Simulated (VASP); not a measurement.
An input for Quantum ESPRESSO's pw.x (written as the equivalent of a VASP run, and not itself run):

```
&CONTROL
  calculation = 'scf'
  pseudo_dir = './pseudo'
  outdir = './out'
  tprnfor = .true.
  tstress = .true.
/
&SYSTEM
  ibrav = 0
  nat = 8
  ntyp = 4
  ecutwfc = 92
  occupations = 'smearing'
  smearing = 'gaussian'
  degauss = 0.00735
  input_dft = 'pbesol'
/
&ELECTRONS
  conv_thr = 7.3e-08
  electron_maxstep = 100
/
ATOMIC_SPECIES
  Cu 63.546 Cu.upf
  Zn 65.380 Zn.upf
  Ge 72.630 Ge.upf
  S 32.060 S.upf
CELL_PARAMETERS angstrom
    -2.6863960    2.6863960    5.3812090
     2.6863960   -2.6863960    5.3812090
     2.6863960    2.6863960   -5.3812090
ATOMIC_POSITIONS crystal
  Cu   0.0000000  0.0000000  0.0000000
  Cu   0.7500000  0.2500000  0.5000000
  Zn   0.2500000  0.7500000  0.5000000
  Ge   0.5000000  0.5000000  0.0000000
  S    0.6290000  0.6280000  0.5130000
  S    0.1150000  0.1160000  0.4870000
  S    0.3720000  0.8850000  0.0010000
  S    0.8840000  0.3710000  0.9990000
K_POINTS automatic
  4 4 4 0 0 0
```

Problem. Write the VASP files for the same calculation (PBEsol).

Solution. Several could match; the one computed here: 
File KPOINTS:
```
kpoints
0
Gamma
  4 4 4
```

POSCAR:
```
ZnCu2GeS4
6.5871740
 -0.4078222315   0.4078222315   0.8169222492
  0.4078222315  -0.4078222315   0.8169222492
  0.4078222315   0.4078222315  -0.8169222492
Cu Zn Ge S
2 1 1 4
Direct
  0.0000000000   0.0000000000   0.0000000000
  0.7500000000   0.2500000000   0.5000000000
  0.2500000000   0.7500000000   0.5000000000
  0.5000000000   0.5000000000   0.0000000000
  0.6290000000   0.6280000000   0.5130000000
  0.1150000000   0.1160000000   0.4870000000
  0.3720000000   0.8850000000   0.0010000000
  0.8840000000   0.3710000000   0.9990000000
```

### INCAR
```
ENCUT  =  300
ISIF  =  2
LREAL  =  .FALSE.   ! projection in real space or not
ISMEAR  =  0
SIGMA  =  0.1
LASPH  =  .TRUE.
PREC  =  Accurate
ALGO  =  Normal   ! blocked Davidson
GGA  =  PS   ! PBEsol
LCHARG  =  .FALSE.
LMAXMIX  =  4   ! l cut-off of mixed one-centre charges
EDIFF  =  1E-6
NELM  =  100   ! most electronic steps
SYSTEM  =  ZnCu2GeS4
LWAVE  =  .FALSE.
```

POTCAR, in this order: Cu Zn Ge_d S (PBE.64 set). Program: vasp_std.

What does not carry over: the potentials are each code's own (VASP's PAW set, PseudoDojo norm-conserving files in pw.x), so ENCUT and ecutwfc are chosen apart and not converted; conv_thr bounds pw.x's estimated SCF error, while EDIFF bounds the energy change between steps.

The structure was generated: ZnCu2GeS4 was put into an ordered model structure, which need not be its known phase. The cell was not relaxed at this level. The run is one of a series of settings (GGA = PS against the base run), some of them coarse on purpose.
